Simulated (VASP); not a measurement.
**Sc under strain**

How does the pressure of Sc answer to a change of volume? The bands are shown for each cell. All runs use r2SCAN. Left out of this account: 1 further run (self-consistent run: a reference on another mesh). The start is a cell from a database of measured crystal structures.

Main program and level: VASP 6.6.1; r2SCAN; plane waves and PAW (Sc_sv).

**1. Set-up**

Symmetry: P6_3/mmc, No. 194, hexagonal system. The conventional cell has a = 3.309 Å, b = 3.309 Å, c = 5.273 Å, α = 90.00°, β = 90.00°, γ = 120.00°. Nearest to Sc lie 12 Sc at 3.26 to 3.31 Å.

As a file:

```cif
data_structure
_symmetry_space_group_name_H-M 'P6_3/mmc'
_symmetry_Int_Tables_number 194
_cell_length_a 3.3090
_cell_length_b 3.3090
_cell_length_c 5.2733
_cell_angle_alpha 90.000
_cell_angle_beta 90.000
_cell_angle_gamma 120.000
_cell_volume 50.00
loop_
_atom_site_label
_atom_site_type_symbol
_atom_site_symmetry_multiplicity
_atom_site_Wyckoff_symbol
_atom_site_fract_x
_atom_site_fract_y
_atom_site_fract_z
_atom_site_occupancy
Sc1 Sc 2 c 0.33333 0.66667 0.25000 1
```

**2. Bands, cell as listed**

The mesh alone shows little of the dispersion and can miss band extrema, so KPOINTS_OPT adds a path through the symmetry points after the self-consistent cycle. r2SCAN adds the kinetic-energy density, costs more than a GGA and is run with LASPH.

Contents of INCAR:

```
SYSTEM = Sc
PREC = Accurate
ENCUT = 400
EDIFF = 1E-06
NELM = 100
ISMEAR = -1
SIGMA = 0.05
LREAL = .FALSE.
ALGO = Normal
METAGGA = R2SCAN
LASPH = .TRUE.
NBANDS = 23
LORBIT = 11
LWAVE = .FALSE.
LCHARG = .FALSE.
KPAR = 2
```

Contents of POSCAR:

```
Sc
1.0
    3.3090000000      0.0000000000      0.0000000000
   -1.6545000000      2.8656780611      0.0000000000
    0.0000000000      0.0000000000      5.2733000000
Sc
2
Direct
    0.3333333333      0.6666666667      0.2500000000
    0.6666666667      0.3333333333      0.7500000000
```

Contents of KPOINTS:

```
Automatic mesh
0
Gamma
13 13 8
0 0 0
```

Contents of KPOINTS_OPT:

```
Line mode
16
Line-mode
Reciprocal
  0.00000000   0.00000000   0.00000000 GAMMA
  0.50000000   0.00000000   0.00000000 M

  0.50000000   0.00000000   0.00000000 M
  0.33333333   0.33333333   0.00000000 K

  0.33333333   0.33333333   0.00000000 K
  0.00000000   0.00000000   0.00000000 GAMMA

  0.00000000   0.00000000   0.00000000 GAMMA
  0.00000000   0.00000000   0.50000000 A

  0.00000000   0.00000000   0.50000000 A
  0.50000000   0.00000000   0.50000000 L

  0.50000000   0.00000000   0.50000000 L
  0.33333333   0.33333333   0.50000000 H

  0.33333333   0.33333333   0.50000000 H
  0.00000000   0.00000000   0.50000000 A

  0.50000000   0.00000000   0.50000000 L
  0.50000000   0.00000000   0.00000000 M

  0.33333333   0.33333333   0.00000000 K
  0.33333333   0.33333333   0.50000000 H
```

PAW data sets: Sc_sv (PBE family, release 64).

Command:

```bash
$ mpirun -np 2 vasp_std
```

What it wrote:

```text
[banner, memory and clock lines left out]
running    2 mpi-ranks, on    1 nodes
 distrk:  each k-point on    1 cores,    2 groups
 distr:  one band on    1 cores,    1 groups

 POSCAR found type information on POSCAR Sc
 POSCAR found :  1 types and       2 ions
|                                                                             |
|               ----> ADVICE to this user running VASP <----                  |
|                                                                             |
|     You enforced a specific xc type in the INCAR file but a different       |
|     [... a line on the potential file left out ...]
|     I HOPE YOU KNOW WHAT YOU ARE DOING!                                     |
|                                                                             |

 LDA part: xc-table for (None), standard interpolation
 POSCAR, INCAR and KPOINTS ok, starting setup
 FFT: planning ... GRIDC
 FFT: planning ... GRID_SOFT
 FFT: planning ... GRID
 WAVECAR not read
 entering main loop
       N       E                     dE             d eps       ncg     rms          rms(c)
DAV:   1     0.255376881260E+03    0.25538E+03   -0.97832E+03  4886   0.853E+02
DAV:   2    -0.191944746373E+02   -0.27457E+03   -0.26958E+03  4942   0.388E+02
DAV:   3    -0.288374855149E+02   -0.96430E+01   -0.94373E+01  7377   0.904E+01
DAV:   4    -0.289649446258E+02   -0.12746E+00   -0.12726E+00  6888   0.949E+00
DAV:   5    -0.289662151229E+02   -0.12705E-02   -0.12705E-02  6995   0.102E+00    0.968E+00
DAV:   6    -0.227833345400E+02    0.61829E+01   -0.52787E+00  6408   0.261E+01    0.208E+00
DAV:   7    -0.227138782506E+02    0.69456E-01   -0.37857E-01  7070   0.583E+00    0.111E+00
DAV:   8    -0.227200137883E+02   -0.61355E-02   -0.28755E-02  6575   0.150E+00    0.356E-01
DAV:   9    -0.227215958958E+02   -0.15821E-02   -0.49745E-03  6526   0.760E-01    0.407E-02
DAV:  10    -0.227216245321E+02   -0.28636E-04   -0.33264E-04  6418   0.189E-01    0.409E-02
DAV:  11    -0.227216257520E+02   -0.12199E-05   -0.66297E-05  6622   0.917E-02    0.721E-03
DAV:  12    -0.227216306137E+02   -0.48617E-05   -0.42394E-06  5864   0.218E-02    0.117E-03
DAV:  13    -0.227216306766E+02   -0.62971E-07   -0.25502E-07  2898   0.504E-03
   1 F= -.22721631E+02 E0= -.22704579E+02  d E =-.341039E-01
 Start KPOINTS_OPT (optional k-point list driver)
k-point batch [1-105\144]
       N       E                     dE             ncg
DAV:   1    -0.207365509039E+05   -0.72749E+05     4862
DAV:   2    -0.499018665017E+05   -0.29165E+05     4846
DAV:   3    -0.508383015623E+05   -0.93644E+03     6297
DAV:   4    -0.508563445503E+05   -0.18043E+02     6710
DAV:   5    -0.508565667188E+05   -0.22217E+00     6705
DAV:   6    -0.508565696150E+05   -0.28962E-02     6744
DAV:   7    -0.508565696823E+05   -0.67316E-04     6460
DAV:   8    -0.508565696838E+05   -0.14639E-05     3998
DAV:   9    -0.508565696841E+05   -0.30197E-06     3577
k-point batch [106-144\144]
       N       E                     dE             ncg
DAV:   1     0.220248641703E+05   -0.34554E+05     1802
DAV:   2     0.109842364363E+05   -0.11041E+05     1802
DAV:   3     0.106367779029E+05   -0.34746E+03     2421
DAV:   4     0.106298736980E+05   -0.69042E+01     2551
DAV:   5     0.106298174571E+05   -0.56241E-01     2549
DAV:   6     0.106298165838E+05   -0.87332E-03     2569
DAV:   7     0.106298165630E+05   -0.20787E-04     2372
DAV:   8     0.106298165626E+05   -0.43228E-06     1461
```

Elapsed: 9.4 min, on 2 MPI ranks of AMD EPYC 7R13 (Zen 3), shared host; peak memory 0.42 GiB.

Lines that name or quote the potential files are left out of all logs, and their timing lines are given in words.

Parts of OUTCAR (step 2):

```text
ion  position               nearest neighbor table
   1  0.333  0.667  0.250-   2 3.26   2 3.26   2 3.26   2 3.26   2 3.26   2 3.26
   2  0.667  0.333  0.750-   1 3.26   1 3.26   1 3.26   1 3.26   1 3.26   1 3.26

  LATTYP: Found a hexagonal cell.
 ALAT       =     3.3090000000
 C/A-ratio  =     1.5936234512

 Subroutine GETGRP returns: Found 24 space group operations
 (whereof 12 operations were pure point group operations)

The static configuration has the point symmetry D_3d.
 The point group associated with its full space group is D_6h.

 Found    105 irreducible k-points:

   k-points           NKPTS =    105   k-points in BZ     NKDIM =    105   number of bands    NBANDS=     23

   dimension x,y,z NGX =    24 NGY =   24 NGZ =   36
   dimension x,y,z NGXF=    48 NGYF=   48 NGZF=   72

   ENCUT  =  400.0 eV  29.40 Ry    5.42 a.u.   5.40  5.40  8.60*2*pi/ulx,y,z

   NELECT =      22.0000    total number of electrons

 k-points in reciprocal lattice and weights: Automatic mesh
   0.00000000  0.00000000  0.00000000       0.001
   0.07692308  0.00000000  0.00000000       0.004
   0.15384615  0.00000000  0.00000000       0.004
   0.23076923  0.00000000  0.00000000       0.004
   0.30769231  0.00000000  0.00000000       0.004
   0.38461538 -0.00000000  0.00000000       0.004
   0.46153846  0.00000000  0.00000000       0.004
   0.07692308  0.07692308  0.00000000       0.004
   0.15384615  0.07692308  0.00000000       0.009
[...]
0.38461538  0.23076923  0.50000000       0.004
   0.30769231  0.30769231  0.50000000       0.004

 average (electrostatic) potential at core
       1 -51.5898       2 -51.5898

 E-fermi :   3.6405

 k-point     1 :       0.0000    0.0000    0.0000
  band No.  band energies     occupation
    ...
      6     -25.3647      2.00000
      7     -25.3647      2.00000
      8     -25.3522      2.00000
      9      -1.8386      2.00000
     10       1.9221      2.00000
     11       3.8967      0.01184
     12       5.4478      0.00000
     13       5.4479      0.00000
     14       5.5775      0.00000
     15       5.8878      0.00000
    ...

 k-point     2 :       0.0769    0.0000    0.0000
  band No.  band energies     occupation
    ...
      6     -25.3812      2.00000
      7     -25.3669      2.00000
      8     -25.3553      2.00000
      9      -1.7029      2.00000
     10       2.0369      2.00000
     11       3.8128      0.06176
     12       5.1878      0.00000
     13       5.5449      0.00000
     14       5.7472      0.00000
     15       5.8139      0.00000
    ...

 k-point     3 :       0.1538    0.0000    0.0000
  band No.  band energies     occupation
    ...
      7     -25.3732      2.00000
      8     -25.3648      2.00000
      9      -1.3062      2.00000
     10       2.3511      2.00000
     11       3.6095      1.30055
     12       4.7711      0.00000
     13       5.5529      0.00000
     14       5.8279      0.00000
     15       5.9067      0.00000
     16       5.9945      0.00000
    ...

  Total        0.1656096      0.1656096     -0.3163662      0.0000000      0.0000000     -0.0000000
  in kB        5.3062718      5.3062718    -10.1366413      0.0000000      0.0000000     -0.0000000
  external PRESSURE =       0.1586341 kB  Pullay stress =       0.0000000 kB

  energy-cutoff  :      400.00
  volume of cell :       50.00
      direct lattice vectors                 reciprocal lattice vectors
     3.309000000  0.000000000  0.000000000     0.302206105  0.174478776  0.000000000
    -1.654500000  2.865678061  0.000000000     0.000000000  0.348957552  0.000000000
     0.000000000  0.000000000  5.273300000     0.000000000  0.000000000  0.189634574

 POSITION                                       TOTAL-FORCE (eV/Angst)
 -----------------------------------------------------------------------------------
     -0.00000      1.91045      1.31832        -0.000000     -0.000000      0.000000
      1.65450      0.95523      3.95498         0.000000      0.000000      0.000000
 -----------------------------------------------------------------------------------
    total drift:                               -0.000000      0.000000     -0.000000

  FREE ENERGIE OF THE ION-ELECTRON SYSTEM (eV)
  ---------------------------------------------------
  free  energy   TOTEN  =       -22.7216306766 eV

  energy  without entropy=      -22.6875267556  energy(sigma->0) =      -22.70457872

 total charge
# of ion       s       p       d       tot
------------------------------------------
    1        2.260   6.114   0.949   9.323
    2        2.260   6.114   0.949   9.323
--------------------------------------------------
tot          4.520  12.227   1.899  18.646

[... 3 further parts left out ...]
```

The PAW data sets were made with PBE, which is usual practice but a small mismatch for other functionals.

Numbers from this step:

* SCF cycles: 13
* electrons: 22
* bands: 23
* irreducible k-points: 105
* symmetry operations: 24
* free energy (TOTEN): -22.72 eV
* energy at zero smearing: -22.70 eV
* Fermi energy: 3.640 eV
* pressure: 0.01586 GPa
* metallic: yes

Electronic bands along the path, in eV, zero at the Fermi level; # counts the bands kept, so #1 is VASP's band 9:

| point | #1 | #2 | #3 | #4 | #5 | #6 |
| --- | --- | --- | --- | --- | --- | --- |
| Γ | -5.48 | -1.72 | 0.26 | 1.81 | 1.81 | 1.94 |
| 0.47 of the way | -4.30 | -0.87 | -0.27 | 0.65 | 1.66 | 1.96 |
| M | -1.68 | -1.11 | -0.69 | -0.37 | 1.32 | 1.62 |
| 0.47 of the way | -1.39 | -0.92 | -0.58 | -0.42 | 1.26 | 1.38 |
| K | -0.72 | -0.72 | -0.67 | -0.41 | 1.11 | 1.11 |
| 0.47 of the way | -3.51 | -0.48 | -0.42 | 0.19 | 1.52 | 1.57 |
| Γ | -5.48 | -1.72 | 0.26 | 1.81 | 1.81 | 1.94 |
| 0.47 of the way | -5.11 | -2.38 | 0.41 | 1.69 | 1.71 | 1.71 |
| A | -3.92 | -3.92 | 1.01 | 1.01 | 1.75 | 1.75 |
| 0.53 of the way | -2.67 | -2.67 | 0.47 | 0.47 | 1.29 | 1.29 |
| L | -1.51 | -1.51 | 0.03 | 0.03 | 1.28 | 1.28 |
| 0.53 of the way | -1.09 | -1.09 | 0.13 | 0.13 | 0.66 | 0.66 |
| H | -0.43 | -0.43 | -0.04 | -0.04 | 0.22 | 0.22 |
| 0.53 of the way | -2.63 | -2.63 | 0.49 | 0.49 | 1.21 | 1.21 |
| A | -3.92 | -3.92 | 1.01 | 1.01 | 1.75 | 1.75 |
| jump to L | -1.51 | -1.51 | 0.03 | 0.03 | 1.28 | 1.28 |
| 0.47 of the way | -1.67 | -1.24 | -0.33 | -0.20 | 1.35 | 1.62 |
| M | -1.68 | -1.11 | -0.69 | -0.37 | 1.32 | 1.62 |
| jump to K | -0.72 | -0.72 | -0.67 | -0.41 | 1.11 | 1.11 |
| 0.47 of the way | -0.60 | -0.53 | -0.53 | -0.39 | 0.82 | 0.82 |
| H | -0.43 | -0.43 | -0.04 | -0.04 | 0.22 | 0.22 |

There is no gap at this level.

**3. Bands, volume times 1.04**

The cell is expanded evenly, with fractional positions held.

INCAR is that of step 2.

Contents of POSCAR:

```
Sc
1.0
    3.3525444672      0.0000000000      0.0000000000
   -1.6762722336      2.9033886759      0.0000000000
    0.0000000000      0.0000000000      5.3426934842
Sc
2
Direct
    0.3333333333      0.6666666667      0.2500000000
    0.6666666667      0.3333333333      0.7500000000
```

KPOINTS is that of step 2.

KPOINTS_OPT is that of step 2.

Command:

```bash
$ mpirun -np 2 vasp_std
```

What it wrote:

```text
[banner, memory and clock lines left out]
running    2 mpi-ranks, on    1 nodes
 distrk:  each k-point on    1 cores,    2 groups
 distr:  one band on    1 cores,    1 groups

 POSCAR found type information on POSCAR Sc
 POSCAR found :  1 types and       2 ions
 [... a notice as in an earlier step ...]

 LDA part: xc-table for (None), standard interpolation
 POSCAR, INCAR and KPOINTS ok, starting setup
 FFT: planning ... GRIDC
 FFT: planning ... GRID_SOFT
 FFT: planning ... GRID
 WAVECAR not read
 entering main loop
       N       E                     dE             d eps       ncg     rms          rms(c)
DAV:   1     0.254158812682E+03    0.25416E+03   -0.98106E+03  4918   0.845E+02
DAV:   2    -0.187589339583E+02   -0.27292E+03   -0.26785E+03  4950   0.385E+02
DAV:   3    -0.288430800532E+02   -0.10084E+02   -0.97917E+01  7434   0.902E+01
DAV:   4    -0.289955050552E+02   -0.15243E+00   -0.15212E+00  6990   0.102E+01
DAV:   5    -0.289970105249E+02   -0.15055E-02   -0.15055E-02  7037   0.107E+00    0.932E+00
DAV:   6    -0.227801524802E+02    0.62169E+01   -0.54249E+00  6415   0.263E+01    0.208E+00
DAV:   7    -0.227027397142E+02    0.77413E-01   -0.40684E-01  7056   0.600E+00    0.115E+00
DAV:   8    -0.227088446840E+02   -0.61050E-02   -0.27143E-02  6441   0.143E+00    0.355E-01
DAV:   9    -0.227105478508E+02   -0.17032E-02   -0.46300E-03  6419   0.711E-01    0.438E-02
DAV:  10    -0.227105631471E+02   -0.15296E-04   -0.30942E-04  6275   0.181E-01    0.441E-02
DAV:  11    -0.227105666495E+02   -0.35024E-05   -0.66526E-05  6643   0.924E-02    0.712E-03
DAV:  12    -0.227105726428E+02   -0.59933E-05   -0.43740E-06  6097   0.224E-02    0.960E-04
DAV:  13    -0.227105722025E+02    0.44028E-06   -0.12812E-07  3003   0.301E-03
   1 F= -.22710572E+02 E0= -.22692868E+02  d E =-.354093E-01
 Start KPOINTS_OPT (optional k-point list driver)
k-point batch [1-105\144]
       N       E                     dE             ncg
DAV:   1    -0.215464444451E+05   -0.74665E+05     4894
DAV:   2    -0.505979787254E+05   -0.29052E+05     4862
DAV:   3    -0.515451743247E+05   -0.94720E+03     6464
DAV:   4    -0.515651259833E+05   -0.19952E+02     6707
DAV:   5    -0.515653513219E+05   -0.22534E+00     6820
DAV:   6    -0.515653543436E+05   -0.30217E-02     6705
DAV:   7    -0.515653544154E+05   -0.71838E-04     6524
DAV:   8    -0.515653544170E+05   -0.15662E-05     4006
DAV:   9    -0.515653544173E+05   -0.33310E-06     3472
k-point batch [106-144\144]
       N       E                     dE             ncg
DAV:   1     0.217688920925E+05   -0.33607E+05     1802
DAV:   2     0.106771184603E+05   -0.11092E+05     1794
DAV:   3     0.103307476664E+05   -0.34637E+03     2539
DAV:   4     0.103241753679E+05   -0.65723E+01     2456
DAV:   5     0.103241126968E+05   -0.62671E-01     2549
DAV:   6     0.103241106838E+05   -0.20129E-02     2504
DAV:   7     0.103241106590E+05   -0.24867E-04     2475
DAV:   8     0.103241106584E+05   -0.56276E-06     1386
```

The job ended after 9.4 min (2 MPI ranks; peak memory 0.42 GiB).

Parts of OUTCAR (step 3):

```text
  LATTYP: Found a hexagonal cell.
 ALAT       =     3.3525444672
 C/A-ratio  =     1.5936234512

 Found    105 irreducible k-points:

   ENCUT  =  400.0 eV  29.40 Ry    5.42 a.u.   5.47  5.47  8.71*2*pi/ulx,y,z

   NELECT =      22.0000    total number of electrons

 E-fermi :   3.4110

 k-point     1 :       0.0000    0.0000    0.0000
  band No.  band energies     occupation
    ...
      6     -25.7252      2.00000
      7     -25.7251      2.00000
      8     -25.7124      2.00000
      9      -1.9880      2.00000
     10       1.7447      2.00000
     11       3.5951      0.04903
     12       5.1655      0.00000
     13       5.1656      0.00000
     14       5.2871      0.00000
     15       5.5799      0.00000
    ...

 k-point     2 :       0.0769    0.0000    0.0000
  band No.  band energies     occupation
    ...
      6     -25.7395      2.00000
      7     -25.7271      2.00000
      8     -25.7152      2.00000
      9      -1.8568      2.00000
     10       1.8558      2.00000
     11       3.5214      0.19800
     12       4.9187      0.00000
     13       5.2576      0.00000
     14       5.4479      0.00000
     15       5.5105      0.00000
    ...

  Total       -0.5256446     -0.5256446     -0.9170686     -0.0000000     -0.0000000      0.0000000
  in kB      -16.1943242    -16.1943242    -28.2535093     -0.0000000     -0.0000000      0.0000000
  external PRESSURE =     -20.2140526 kB  Pullay stress =       0.0000000 kB

  energy-cutoff  :      400.00
  volume of cell :       52.00
      direct lattice vectors                 reciprocal lattice vectors
     3.352544467  0.000000000  0.000000000     0.298280906  0.172212561  0.000000000
    -1.676272234  2.903388676  0.000000000     0.000000000  0.344425122  0.000000000
     0.000000000  0.000000000  5.342693484     0.000000000  0.000000000  0.187171509

 POSITION                                       TOTAL-FORCE (eV/Angst)
 -----------------------------------------------------------------------------------
     -0.00000      1.93559      1.33567         0.000000     -0.000000      0.000000
      1.67627      0.96780      4.00702        -0.000000      0.000000      0.000000
 -----------------------------------------------------------------------------------
    total drift:                               -0.000000      0.000000     -0.000000

  FREE ENERGIE OF THE ION-ELECTRON SYSTEM (eV)
  ---------------------------------------------------
  free  energy   TOTEN  =       -22.7105722025 eV

  energy  without entropy=      -22.6751629444  energy(sigma->0) =      -22.69286757

 total charge
# of ion       s       p       d       tot
------------------------------------------
    1        2.252   6.108   0.924   9.284
    2        2.252   6.108   0.924   9.284
--------------------------------------------------
tot          4.505  12.216   1.847  18.568

[... 4 parts as in an earlier step ...]

[... 7 further parts left out ...]
```

This step gave:

| Property | Result |
| --- | --- |
| free energy (TOTEN) | -22.71 eV |
| energy at zero smearing | -22.69 eV |
| Fermi energy | 3.411 eV |
| pressure | -2.021 GPa |

The electronic bands at the labelled points (eV, zero at the Fermi level; # counts the bands kept, so #1 is VASP's band 9):

| point | #1 | #2 | #3 | #4 | #5 | #6 | #7 |
| --- | --- | --- | --- | --- | --- | --- | --- |
| Γ | -5.40 | -1.67 | 0.18 | 1.75 | 1.75 | 1.88 | 2.17 |
| 0.47 of the way | -4.25 | -0.84 | -0.28 | 0.65 | 1.61 | 1.89 | 2.04 |
| M | -1.66 | -1.07 | -0.63 | -0.37 | 1.27 | 1.58 | 1.87 |
| 0.47 of the way | -1.38 | -0.91 | -0.52 | -0.40 | 1.21 | 1.35 | 1.96 |
| K | -0.71 | -0.71 | -0.66 | -0.36 | 1.08 | 1.08 | 2.14 |
| 0.47 of the way | -3.48 | -0.46 | -0.40 | 0.20 | 1.48 | 1.52 | 1.91 |
| Γ | -5.40 | -1.67 | 0.18 | 1.75 | 1.75 | 1.88 | 2.17 |
| 0.47 of the way | -5.04 | -2.36 | 0.38 | 1.64 | 1.66 | 1.66 | 2.00 |
| A | -3.88 | -3.88 | 0.99 | 0.99 | 1.70 | 1.70 | 1.70 |
| 0.47 of the way | -2.91 | -2.91 | 0.58 | 0.58 | 1.31 | 1.31 | 2.23 |
| L | -1.45 | -1.45 | 0.01 | 0.01 | 1.22 | 1.22 | 2.54 |
| 0.53 of the way | -1.04 | -1.04 | 0.10 | 0.10 | 0.65 | 0.65 | 2.53 |
| H | -0.40 | -0.40 | -0.03 | -0.03 | 0.19 | 0.19 | 2.49 |
| 0.47 of the way | -2.30 | -2.30 | 0.39 | 0.39 | 1.10 | 1.10 | 2.35 |
| A | -3.88 | -3.88 | 0.99 | 0.99 | 1.70 | 1.70 | 1.70 |
| jump to L | -1.45 | -1.45 | 0.01 | 0.01 | 1.22 | 1.22 | 2.54 |
| 0.47 of the way | -1.62 | -1.21 | -0.32 | -0.19 | 1.28 | 1.57 | 1.87 |
| M | -1.66 | -1.07 | -0.63 | -0.37 | 1.27 | 1.58 | 1.87 |
| jump to K | -0.71 | -0.71 | -0.66 | -0.36 | 1.08 | 1.08 | 2.14 |
| 0.47 of the way | -0.58 | -0.53 | -0.52 | -0.34 | 0.79 | 0.79 | 2.16 |
| H | -0.40 | -0.40 | -0.03 | -0.03 | 0.19 | 0.19 | 2.49 |

 The pressure is -2.02 GPa.

For the pressure, step 2 gave 0.0159 GPa; this run, with cell volume +4.0 %, gives -2.02 GPa.

(Part 1 of 3 ends here.)

[Lines on the potential files, build, host, timing and source positions are cut from VASP's logs without a mark.]

[Logs are printed without paths, hosts, clocks, repeated set-up lines and the standing remarks that a program may print on its own settings, such as how far it seeks lower states.]

[Hosts, paths, dates, database ids (printed as entryN), source tags and the programs' standing remarks are cut or masked in the printed files.]

[A measured line is paired with the nearest computed mode of its activity, which favours agreement.]
